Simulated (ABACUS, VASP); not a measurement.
**Fitting the PBE energy curve of MnHg**

It takes space group Pm-3m (No. 221, cubic). The conventional cell has a = 3.315 Å, b = 3.315 Å, c = 3.315 Å, α = 90.00°, β = 90.00°, γ = 90.00°. Hg (site symmetry m-3m) has 8 Mn at 2.87 Å as nearest neighbours. Mn (site symmetry m-3m) is surrounded by 8 Hg at 2.87 Å.

The cell was scaled at fixed shape and fractions and run with VASP, PBE PAW files Hg, Mn_pv, 520 eV; PBE, k mesh 8 × 8 × 8 on the cell of 2 atoms, fermi-dirac occupations of 0.05 eV, collinear spin, ferromagnetic start, no spin-orbit coupling. Energies are those that the program minimises, any entropy of the smearing included. For a metal such a mesh isn't converged to the digits shown. The magnetic state is the one that the start led to, which needn't be the lowest.

```csv
V (Å³/atom),energy over the lowest row (meV/atom)
17.1218,26.55
17.4861,13.68
17.8503,5.04
18.2146,?
18.5789,0.00
18.9432,2.68
19.3075,7.99
```

**Question.** Fit the third-order Birch-Murnaghan form, give V0, B0 and B′, and predict the energy left open.

**Answer.** With y = (V0/V)^(2/3), E = E0 + (9 V0 B0/16) [(y - 1)³ B′ + (y - 1)² (6 - 4y)]. Least squares through the rows shown give V0 = 18.4718 Å³/atom, E0 = -0.10 meV, B0 = 74.97 GPa (1 eV/Å³ = 160.218 GPa) and B′ = 4.73, with a largest miss of 0.11 meV, so B0 and B′ are loose. At V = 18.2146 the form with these constants gives 0.76 meV; the run gave 0.53 meV an atom. Other set-ups at this level, from all their volumes (Å³/atom, GPa): ABACUS, PseudoDojo NC SR 0.4.1 PBE standard, plane waves: V0 18.488, B0 71.84.
